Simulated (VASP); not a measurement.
Data:

```xyz
4
Lattice="1.4356 0.8289 6.1170 -1.4356 0.8289 6.1170 0.0000 -1.6577 6.1170" Properties=species:S:1:pos:R:3 pbc="T T T"
Li     0.0000     0.0000     9.1755
Ag     0.0000     0.0000     0.0000
F      0.0000     0.0000     2.0248
F      0.0000     0.0000    16.3262
```

All values below come from LDA (Ceperley-Alder, Perdew-Zunger), VASP's LDA PAW potentials (set 64) (plane waves; VASP). Run with 520 eV cut-off, 10×10×10 Γ-centred mesh, tetrahedra with Blöchl corrections, potentials Li_sv Ag F.

### Question
Estimate the energy per atom (σ→0), band gap (on the k-mesh) with the smallest direct gap where there is one.

### Answer

```json
{
  "band gap (on the k-mesh)": "1.78 eV",
  "smallest direct gap (on the k-mesh)": "3.17 eV",
  "energy per atom (σ→0)": "-4.601 eV/atom"
}
```

Only differences to runs with the same potentials and settings are physical.

The structure comes from a computed database's LiAgF2 entry (R-3m); how it stands against other phases isn't given here. It was relaxed first, which changed the volume by -15 %.
